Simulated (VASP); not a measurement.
KF (rock salt), at 1.04 of the tabulated volume:

```
CELL_PARAMETERS angstrom
      0.00000     2.71020     2.71020
      2.71020     0.00000     2.71020
      2.71020     2.71020     0.00000
ATOMIC_POSITIONS crystal
  K  0.00000 0.00000 0.00000
  F  0.50000 0.50000 0.50000
```

The lowest empty band near Γ, direction [110], from mBJ (TB09) with spin-orbit coupling in VASP (PAW); its two spin partners are averaged. The gap over the points computed is 10.00 eV, and the next band on that side lies 2.17 eV away at the edge.

Settings: 520 eV cut-off, 9×9×9 Γ-centred mesh, Gaussian smearing of 0.050 eV, potentials K_sv F.

```
distance from the edge in k (1/Å)  distance in energy (meV)
---------------------------------  ------------------------
0.025                                                   3.7
0.035                                                   7.3
0.050                                                  14.8
0.070                                                  28.9
```

Fit E(1 + αE) = ħ²k²/2m* (ħ²/2m0 = 3.810 eV Å²) and predict the row at 0.095 1/Å.

The rows don't resolve α, so a parabola serves: the electron mass is m* = 0.645 m0, and so 53.3 meV. The run gave 53.1 meV, -0.2 meV from the fit.

Left out are points under 3 meV from the edge, since the levels carry 0.1 meV, and points farther than half the way to the next band.

The compound is KF in the rock salt structure. The cell was not relaxed at this level.
